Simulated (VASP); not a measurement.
Computed with LDA (Ceperley-Alder, Perdew-Zunger), VASP's LDA PAW potentials (set 64) (plane waves; VASP 6.6.1).

The input files of a VASP run:

INCAR:
```
SYSTEM = TiCo
PREC = Accurate
ENCUT = 300
EDIFF = 1E-8
NELM = 100
ALGO = Normal
LREAL = .FALSE.
LASPH = .TRUE.
ISMEAR = -1
SIGMA = 0.1
LMAXMIX = 4
LWAVE = .FALSE.
LCHARG = .FALSE.
ISIF = 2
LEPSILON = .FALSE.
IBRION = 8
NSW = 1
```

### KPOINTS
```
Automatic mesh
0
Gamma
15 15 15
0 0 0
```

POSCAR:
```
TiCo
1
    2.9900000000     0.0000000000     0.0000000000
    0.0000000000     2.9900000000     0.0000000000
    0.0000000000     0.0000000000     2.9900000000
Ti Co
1 1
Direct
  0.0000000000   0.0000000000   0.0000000000
  0.5000000000   0.5000000000   0.5000000000
```

POTCAR, in this order: Ti_sv Co (LDA.64 set). Program: vasp_std.

At this cut-off the stress carries a Pulay error, which pulls relaxed volumes low.

### Question
What does the run give for the energy per atom (σ→0), pressure, band gap (on the k-mesh)?

### Answer

```json
{
  "energy per atom (σ→0)": "-8.734 eV/atom",
  "band gap (on the k-mesh)": "none (metal, semimetal or under 0.01 eV)",
  "pressure": "-15.64 GPa"
}
```

File OSZICAR:
```
...
RMM:  33    -0.166612085119E+00    0.73539E-09   -0.41335E-07  6853   0.163E-04    0.542E-07
RMM:  34    -0.166612084164E+00    0.95496E-09   -0.38821E-07  6473   0.162E-04    0.625E-07
RMM:  35    -0.166612082925E+00    0.12386E-08    0.11689E-06  6361   0.164E-04    0.538E-07
RMM:  36    -0.166612082018E+00    0.90734E-09   -0.22248E-07  6202   0.164E-04    0.469E-07
RMM:  37    -0.166612082894E+00   -0.87654E-09    0.13122E-06  6075   0.161E-04    0.638E-07
RMM:  38    -0.166612083071E+00   -0.17686E-09   -0.58686E-07  5991   0.164E-04    0.429E-07
RMM:  39    -0.166612082439E+00    0.63205E-09    0.37721E-08  5936   0.164E-04    0.747E-07
 Linear response finished
```

The structure is a typed TiCo crystal (Pm-3m). The cell was not relaxed at this level. The run is one of a series of settings (EDIFF = 1E-8, IBRION = 8, LEPSILON = .FALSE., NSW = 1 against the base run), some of them coarse on purpose. The run is not spin-polarised, so no magnetic state was tried. The electron count is odd and the run is not spin-polarised, which forces a metal.
